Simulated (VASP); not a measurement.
A VASP calculation is set up with these files.

File KPOINTS:
```
Automatic
0
gamma
 7 7 7
```

INCAR:
```
SYSTEM  =  SrPd2
PREC  =  Accurate; ENCUT  =  300; LREAL  =  .FALSE.
LASPH  =  .TRUE.
EDIFF  =  1E-6; NELM  =  100; ALGO  =  Normal
LMAXMIX  =  4
ISMEAR  =  0; SIGMA  =  0.136
GGA  =  PS
ISIF  =  2
LWAVE  =  .FALSE.; LCHARG  =  .FALSE.
```

**POSCAR**
```
SrPd2
1
    0.0000000000     3.9356250000     3.9356250000
    3.9356250000     0.0000000000     3.9356250000
    3.9356250000     3.9356250000     0.0000000000
Sr Pd
2 4
Direct
  0.7500000000   0.7500000000   0.7500000000
  0.5000000000   0.5000000000   0.5000000000
  0.1250000000   0.6250000000   0.1250000000
  0.1250000000   0.1250000000   0.1250000000
  0.6250000000   0.1250000000   0.1250000000
  0.1250000000   0.1250000000   0.6250000000
```

POTCAR, in this order: Sr_sv Pd (PBE.64 set). Program: vasp_std.

Problem. Write an equivalent input for Ansatz.

Solution. One equivalent input (not run):
Ansatz 0.2 input:
```yaml
crystal:
  lattice:
    - [0.0000000, 3.9356250, 3.9356250]
    - [3.9356250, 0.0000000, 3.9356250]
    - [3.9356250, 3.9356250, 0.0000000]
  atoms:
    - { symbol: Sr, position: [0.7500000, 0.7500000, 0.7500000] }
    - { symbol: Sr, position: [0.5000000, 0.5000000, 0.5000000] }
    - { symbol: Pd, position: [0.1250000, 0.6250000, 0.1250000] }
    - { symbol: Pd, position: [0.1250000, 0.1250000, 0.1250000] }
    - { symbol: Pd, position: [0.6250000, 0.1250000, 0.1250000] }
    - { symbol: Pd, position: [0.1250000, 0.1250000, 0.6250000] }
kpoints:
  mp_grid: { grid: [7, 7, 7] }
hamiltonian:
  xc: pbesol
  pseudopotentials: { kind: paw }
scf:
  occupations: { method: gaussian, width: 0.136 }
  max_iter: 100
output: { forces: true, stress: true, eigenvalues: true }
```
Limits of the translation: each code has its own PAW files, so the cut-off isn't converted (ENCUT is set for VASP's; basis.ecutwfc is left out, and Ansatz then takes the one that its files recommend); Ansatz stops its SCF on the density residual and VASP on the energy change (EDIFF).

The structure comes from a computed database's SrPd2 entry (Fd-3m); how it stands against other phases isn't given here. The cell was not relaxed at this level.
